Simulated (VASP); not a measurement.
Here is the system:

```xyz
2
Lattice="2.7675 0.0000 0.0000 0.0000 2.7675 0.0000 0.0000 0.0000 2.7675" Properties=species:S:1:pos:R:3 pbc="T T T"
Co     0.0000     0.0000     0.0000
P      1.3838     1.3838     1.3838
```

Method: PBEsol GGA, VASP's PBE PAW potentials (set 64) (plane waves; VASP 6.6.1). Run with 400 eV cut-off, 15×15×15 Γ-centred mesh, tetrahedra with Blöchl corrections, potentials Co P.

Problem. Tabulate the total density of states (states/eV per cell) against energy (eV; zero at the valence-band maximum or, without a gap, the Fermi level).

Solution. 
```json
[
 {"E (eV)": "-9.98", "DOS (states/eV)": "0.12"},
 {"E (eV)": "-9.86", "DOS (states/eV)": "0.10"},
 {"E (eV)": "-9.62", "DOS (states/eV)": "0.09"},
 {"E (eV)": "-9.50", "DOS (states/eV)": "0.15"},
 {"E (eV)": "-9.26", "DOS (states/eV)": "0.19"},
 {"E (eV)": "-9.14", "DOS (states/eV)": "0.20"},
 {"E (eV)": "-8.90", "DOS (states/eV)": "0.24"},
 {"E (eV)": "-8.78", "DOS (states/eV)": "0.26"},
 {"E (eV)": "-8.66", "DOS (states/eV)": "0.28"},
 {"E (eV)": "-8.42", "DOS (states/eV)": "0.31"},
 {"E (eV)": "-8.30", "DOS (states/eV)": "0.33"},
 {"E (eV)": "-8.06", "DOS (states/eV)": "0.38"},
 {"E (eV)": "-7.94", "DOS (states/eV)": "0.41"},
 {"E (eV)": "-7.82", "DOS (states/eV)": "0.43"},
 {"E (eV)": "-7.58", "DOS (states/eV)": "0.51"},
 {"E (eV)": "-7.46", "DOS (states/eV)": "0.55"},
 {"E (eV)": "-7.22", "DOS (states/eV)": "0.66"},
 {"E (eV)": "-7.10", "DOS (states/eV)": "0.82"},
 {"E (eV)": "-6.86", "DOS (states/eV)": "1.46"},
 {"E (eV)": "-6.74", "DOS (states/eV)": "1.62"},
 {"E (eV)": "-6.62", "DOS (states/eV)": "1.19"},
 {"E (eV)": "-6.38", "DOS (states/eV)": "1.06"},
 {"E (eV)": "-6.26", "DOS (states/eV)": "1.00"},
 {"E (eV)": "-6.02", "DOS (states/eV)": "0.86"},
 {"E (eV)": "-5.90", "DOS (states/eV)": "0.95"},
 {"E (eV)": "-5.78", "DOS (states/eV)": "0.89"},
 {"E (eV)": "-5.54", "DOS (states/eV)": "0.77"},
 {"E (eV)": "-5.42", "DOS (states/eV)": "0.76"},
 {"E (eV)": "-5.18", "DOS (states/eV)": "0.72"},
 {"E (eV)": "-5.06", "DOS (states/eV)": "0.71"},
 {"E (eV)": "-4.82", "DOS (states/eV)": "0.69"},
 {"E (eV)": "-4.70", "DOS (states/eV)": "0.70"},
 {"E (eV)": "-4.58", "DOS (states/eV)": "0.74"},
 {"E (eV)": "-4.34", "DOS (states/eV)": "0.66"},
 {"E (eV)": "-4.22", "DOS (states/eV)": "0.69"},
 {"E (eV)": "-3.98", "DOS (states/eV)": "0.73"},
 {"E (eV)": "-3.86", "DOS (states/eV)": "0.74"},
 {"E (eV)": "-3.74", "DOS (states/eV)": "0.84"},
 {"E (eV)": "-3.50", "DOS (states/eV)": "0.71"},
 {"E (eV)": "-3.38", "DOS (states/eV)": "0.81"},
 {"E (eV)": "-3.14", "DOS (states/eV)": "1.01"},
 {"E (eV)": "-3.02", "DOS (states/eV)": "1.15"},
 {"E (eV)": "-2.78", "DOS (states/eV)": "4.85"},
 {"E (eV)": "-2.66", "DOS (states/eV)": "5.29"},
 {"E (eV)": "-2.54", "DOS (states/eV)": "3.48"},
 {"E (eV)": "-2.30", "DOS (states/eV)": "2.87"},
 {"E (eV)": "-2.18", "DOS (states/eV)": "2.30"},
 {"E (eV)": "-1.94", "DOS (states/eV)": "3.44"},
 {"E (eV)": "-1.82", "DOS (states/eV)": "5.17"},
 {"E (eV)": "-1.70", "DOS (states/eV)": "3.12"},
 {"E (eV)": "-1.46", "DOS (states/eV)": "1.89"},
 {"E (eV)": "-1.34", "DOS (states/eV)": "1.70"},
 {"E (eV)": "-1.10", "DOS (states/eV)": "1.15"},
 {"E (eV)": "-0.98", "DOS (states/eV)": "0.65"},
 {"E (eV)": "-0.74", "DOS (states/eV)": "0.46"},
 {"E (eV)": "-0.62", "DOS (states/eV)": "0.57"},
 {"E (eV)": "-0.50", "DOS (states/eV)": "0.98"},
 {"E (eV)": "-0.26", "DOS (states/eV)": "5.90"},
 {"E (eV)": "-0.14", "DOS (states/eV)": "2.41"},
 {"E (eV)": "0.10", "DOS (states/eV)": "1.36"},
 {"E (eV)": "0.22", "DOS (states/eV)": "1.16"},
 {"E (eV)": "0.34", "DOS (states/eV)": "1.10"},
 {"E (eV)": "0.58", "DOS (states/eV)": "1.15"},
 {"E (eV)": "0.70", "DOS (states/eV)": "1.40"},
 {"E (eV)": "0.94", "DOS (states/eV)": "1.06"},
 {"E (eV)": "1.06", "DOS (states/eV)": "0.86"},
 {"E (eV)": "1.30", "DOS (states/eV)": "0.70"},
 {"E (eV)": "1.42", "DOS (states/eV)": "0.70"},
 {"E (eV)": "1.54", "DOS (states/eV)": "0.73"},
 {"E (eV)": "1.78", "DOS (states/eV)": "0.79"},
 {"E (eV)": "1.90", "DOS (states/eV)": "0.82"},
 {"E (eV)": "2.14", "DOS (states/eV)": "1.12"},
 {"E (eV)": "2.26", "DOS (states/eV)": "1.12"},
 {"E (eV)": "2.38", "DOS (states/eV)": "1.16"},
 {"E (eV)": "2.62", "DOS (states/eV)": "1.07"},
 {"E (eV)": "2.74", "DOS (states/eV)": "1.16"},
 {"E (eV)": "2.98", "DOS (states/eV)": "1.18"},
 {"E (eV)": "3.10", "DOS (states/eV)": "1.10"},
 {"E (eV)": "3.34", "DOS (states/eV)": "1.00"},
 {"E (eV)": "3.46", "DOS (states/eV)": "0.99"}
]
```
Within 2 eV below the Fermi level the largest weight inside VASP's projection spheres is Co d.

The structure was generated: CoP was put into the CsCl type type (Pm-3m), which need not be its known phase. It was relaxed first, which changed the volume by -24 %. The run is not spin-polarised, so no magnetic state was tried.
